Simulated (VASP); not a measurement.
Input for VASP

### INCAR
```
SYSTEM = Se
PREC = Accurate
ENCUT = 300
EDIFF = 1E-6
NELM = 100
ALGO = Normal
LREAL = .FALSE.
LASPH = .TRUE.
ISMEAR = 0
SIGMA = 0.01
GGA = PE
LMAXMIX = 4
LWAVE = .FALSE.
LCHARG = .FALSE.
ISIF = 3
IBRION = 2
NSW = 50
EDIFFG = -0.01
```

File POSCAR:
```
Se
1.0
  4.5426600000   0.0000000000   0.0000000000
 -2.2713300000   3.9340600000   0.0000000000
  0.0000000000   0.0000000000   5.0206220000
Se
3
Direct
  0.2178900000   0.0000000000   0.3333330000
  0.0000000000   0.2178900000   0.6666670000
  0.7821100000   0.7821100000   0.0000000000
```

### KPOINTS
```
Automatic mesh
0
gamma
6 6 5
```

POTCAR, in this order: Se (PBE.64 set). Program: vasp_std.

Q: Write an equivalent input for Ansatz.

A: One equivalent input (not run):
Ansatz 0.2 input:
```yaml
crystal:
  lattice:
    - [4.5426600, 0.0000000, 0.0000000]
    - [-2.2713300, 3.9340600, 0.0000000]
    - [0.0000000, 0.0000000, 5.0206220]
  atoms:
    - { symbol: Se, position: [0.2178900, 0.0000000, 0.3333330] }
    - { symbol: Se, position: [0.0000000, 0.2178900, 0.6666670] }
    - { symbol: Se, position: [0.7821100, 0.7821100, 0.0000000] }
kpoints:
  mp_grid: { grid: [6, 6, 5] }
hamiltonian:
  xc: pbe
  pseudopotentials: { kind: paw }
scf:
  occupations: { method: gaussian, width: 0.01 }
  max_iter: 100
relax:
  max_steps: 50
  f_tol: 0.01
  cell: {}
output: { forces: true, stress: true, eigenvalues: true }
```
What does not carry over: each code has its own PAW files, so the cut-off isn't converted (ENCUT is set for VASP's; basis.ecutwfc is left out, and Ansatz then takes the one that its files recommend); Ansatz stops its SCF on the density residual and VASP on the energy change (EDIFF).

The structure comes from a computed database's Se entry; how it stands against other phases isn't given here. This run relaxes it. Symmetry was kept, so distortions that lower it aren't found. The run is one of a series of settings (EDIFFG = -0.01, IBRION = 2, ISIF = 3, NSW = 50 against the base run), some of them coarse on purpose.
